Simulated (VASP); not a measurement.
Method: PBEsol GGA, VASP's PBE PAW potentials (set 64) (plane waves; VASP).

VASP input:

**INCAR**
```
! general
SYSTEM  = BeZn3Se4
PREC    = Accurate
ENCUT   = 400
LREAL   = F
LASPH   = T

! electronic loop
EDIFF   = 1E-7
NELM    = 100
ALGO    = Normal
LMAXMIX = 4

! smearing
ISMEAR  = -5

! functional
GGA     = PS

! ions
ISIF    = 2

! output
LWAVE   = F
LCHARG  = T
LORBIT  = 11
NEDOS   = 601

! other
LEFG    = T
```

**POSCAR**
```
BeZn3Se4
1
    0.0027865915     5.5133522625     5.5144361961
    5.5133522625     0.0027865915     5.5144361961
    2.7580694270     2.7580694270     0.0000000000
Zn Se Be
3 4 1
Direct
  0.9985787295   0.9985787295   0.0028425410
  0.9979319900   0.5026777359   0.9993902741
  0.5026777359   0.9979319900   0.9993902741
  0.1247797126   0.1247797126   0.2504405748
  0.1452905534   0.6182771848   0.2364322618
  0.6182771848   0.1452905534   0.2364322618
  0.6127457984   0.6127457984   0.2745084032
  0.4997182954   0.4997182954   0.0005634092
```

KPOINTS:
```
Automatic mesh
0
Gamma
4 4 8
0 0 0
```

POTCAR, in this order: Zn Se Be (PBE.64 set). Program: vasp_std.

The run wrote:

**OSZICAR**
```
       N       E                     dE             d eps       ncg     rms          rms(c)
DAV:   1     0.409619159633E+03    0.40962E+03   -0.24275E+04  2442   0.152E+03
DAV:   2     0.185973219176E+02   -0.39102E+03   -0.37780E+03  2517   0.356E+02
DAV:   3    -0.291771016766E+02   -0.47774E+02   -0.47208E+02  2827   0.126E+02
DAV:   4    -0.307119628222E+02   -0.15349E+01   -0.15303E+01  2920   0.221E+01
DAV:   5    -0.307305408663E+02   -0.18578E-01   -0.18569E-01  2929   0.239E+00    0.955E+00
DAV:   6    -0.295822756743E+02    0.11483E+01   -0.32159E+00  3261   0.458E+01    0.727E+00
DAV:   7    -0.295763858183E+02    0.58899E-02   -0.22983E+00  2732   0.731E+00    0.298E+00
DAV:   8    -0.295644287800E+02    0.11957E-01   -0.11455E-01  3078   0.575E+00    0.993E-01
DAV:   9    -0.295631113441E+02    0.13174E-02   -0.25489E-02  3066   0.418E+00    0.202E-01
DAV:  10    -0.295631921063E+02   -0.80762E-04   -0.44006E-03  2937   0.135E+00    0.110E-01
DAV:  11    -0.295633006356E+02   -0.10853E-03   -0.12066E-03  3265   0.560E-01    0.401E-02
DAV:  12    -0.295633626302E+02   -0.61995E-04   -0.50822E-04  2737   0.208E-01    0.220E-02
DAV:  13    -0.295633575598E+02    0.50704E-05   -0.26380E-05  3238   0.708E-02    0.131E-02
DAV:  14    -0.295633563648E+02    0.11951E-05   -0.15508E-05  3260   0.767E-02    0.521E-03
DAV:  15    -0.295633568200E+02   -0.45518E-06   -0.71640E-06  2812   0.185E-02    0.378E-03
DAV:  16    -0.295633567783E+02    0.41648E-07   -0.52967E-07  2964   0.136E-02
   1 F= -.29563357E+02 E0= -.29563357E+02  d E =0.000000E+00
```

**OUTCAR**
```
------------------------ aborting loop because EDIFF is reached ----------------------------------------
  FORCE on cell =-STRESS in cart. coord.  units (eV):
  Direction    XX          YY          ZZ          XY          YZ          ZX
  --------------------------------------------------------------------------------------
  Total       -0.0280750     -0.0280750      0.0828601     -0.0809080      0.0000000      0.0000000
  in kB       -0.2683476     -0.2683476      0.7919966     -0.7733387      0.0000000      0.0000000
  external PRESSURE =       0.0851005 kB  Pullay stress =       0.0000000 kB
  volume of cell :      167.62
      direct lattice vectors                 reciprocal lattice vectors
     0.002786591  5.513352262  5.514436196    -0.090734787  0.090734787  0.090671101
     5.513352262  0.002786591  5.514436196     0.090734787 -0.090734787  0.090671101
     2.758069427  2.758069427  0.000000000     0.181286227  0.181286227 -0.181342202
 POSITION                                       TOTAL-FORCE (eV/Angst)
 -----------------------------------------------------------------------------------
      5.51614      5.51614     11.01320        -0.000000     -0.000000      0.004082
      5.53061      8.25974      8.27502        -0.003697      0.003697     -0.006868
      8.25974      5.53061      8.27502         0.003697     -0.003697     -0.006868
      1.37903      1.37903      1.37618        -0.000000     -0.000000      0.020876
      4.06128      1.45486      4.21065         0.000458     -0.000458     -0.015595
      1.45486      4.06128      4.21065        -0.000458      0.000458     -0.015595
      4.13710      4.13710      6.75790        -0.000000     -0.000000      0.004194
      2.75807      2.75807      5.51133         0.000000      0.000000      0.015773
 -----------------------------------------------------------------------------------
    total drift:                               -0.000013     -0.000013      0.000531
  FREE ENERGIE OF THE ION-ELECTRON SYSTEM (eV)
  ---------------------------------------------------
  free  energy   TOTEN  =       -29.5633567783 eV

  energy  without entropy=      -29.5633567783  energy(sigma->0) =      -29.56335678

 total charge

# of ion       s       p       d       tot
------------------------------------------
    1        0.552   0.498   9.788  10.838
    2        0.545   0.476   9.785  10.807
    3        0.545   0.476   9.785  10.807
    4        1.437   2.454   0.037   3.928
    5        1.434   2.444   0.032   3.911
    6        1.434   2.444   0.032   3.911
    7        1.432   2.428   0.027   3.888
    8        0.357   0.533   0.000   0.891
--------------------------------------------------
tot          7.736  11.755  29.488  48.979

 Electric field gradients after diagonalization (V/A^2)
 (convention: |V_zz| > |V_xx| > |V_yy|)
----------------------------------------------------------------------
 ion       V_xx      V_yy      V_zz     asymmetry (V_yy - V_xx)/ V_zz
----------------------------------------------------------------------
   1      -7.126    -1.900     9.026       0.579
   2       5.266     2.910    -8.177       0.288
   3       5.266     2.910    -8.177       0.288
   4       2.096     1.563    -3.659       0.146
   5     -10.614    -5.886    16.501       0.287
   6     -10.614    -5.886    16.501       0.287
   7      10.288     6.022   -16.310       0.262
   8       0.650     0.146    -0.796       0.634
```
(Selected blocks of OUTCAR.)

The structure was generated: BeZn3Se4 was put into an ordered model structure (Amm2), which need not be its known phase. It was relaxed first.
